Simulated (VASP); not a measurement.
Computed with PBEsol GGA, VASP's PBE PAW potentials (set 64) (plane waves; VASP).

The input files of a VASP run:

**POSCAR**
```
Bi
1.0
  0.0000000000   2.5145810000   2.5145810000
  2.5145810000   0.0000000000   2.5145810000
  2.5145810000   2.5145810000   0.0000000000
Bi
1
Cart
  0.0000000000   0.0000000000   0.0000000000
```

**INCAR**
```
# general
SYSTEM  = Bi
PREC    = Accurate
ENCUT   = 400
LREAL   = .False.
LASPH   = .True.

# electronic loop
EDIFF   = 1E-6
NELM    = 100
ALGO    = Normal
LMAXMIX = 4

# smearing
ISMEAR  = 1
SIGMA   = 0.1

# functional
GGA     = PS

# ions
IBRION  = 2
NSW     = 60
ISIF    = 3
EDIFFG  = -0.01

# output
LWAVE   = .False.
LCHARG  = .False.
```

### KPOINTS
```
Automatic mesh
0
Gamma
11 11 11
0 0 0
```

POTCAR, in this order: Bi_d (PBE.64 set). Program: vasp_std.

Energy and stress use the plane-wave basis of the starting cell. Unless said otherwise, spin-orbit coupling is left out, though it shifts the bands of the heavy elements here.

Q: Estimate the energy per atom (σ→0), volume per atom, band gap (on the k-mesh).

A: 
The energy per atom (σ→0) is -4.149 eV/atom and the band gap (on the k-mesh) comes out as none (metal, semimetal or under 0.01 eV). The volume per atom is 30.32 Å³/atom.

### OSZICAR
```
...
DAV:   2    -0.417138129213E+01    0.12227E+00   -0.21021E-01  1436   0.950E+00    0.793E-01
DAV:   3    -0.414960756850E+01    0.21774E-01   -0.94007E-02  1968   0.583E+00    0.868E-02
DAV:   4    -0.414969489380E+01   -0.87325E-04   -0.10300E-03  1271   0.408E-01    0.470E-02
DAV:   5    -0.414984548654E+01   -0.15059E-03   -0.10811E-03  1274   0.331E-01    0.223E-02
DAV:   6    -0.414981141149E+01    0.34075E-04   -0.14035E-04  1331   0.149E-01    0.416E-03
DAV:   7    -0.414981376506E+01   -0.23536E-05   -0.62052E-06  1345   0.174E-02    0.110E-03
DAV:   8    -0.414981352528E+01    0.23978E-06   -0.20105E-07   670   0.468E-03
   3 F= -.41498135E+01 E0= -.41494565E+01  d E =-.125887E-01
```

The structure was generated: Bi was put into the fcc type (Fm-3m), which need not be its known phase. This run relaxes it. Symmetry was kept, so distortions that lower it aren't found.
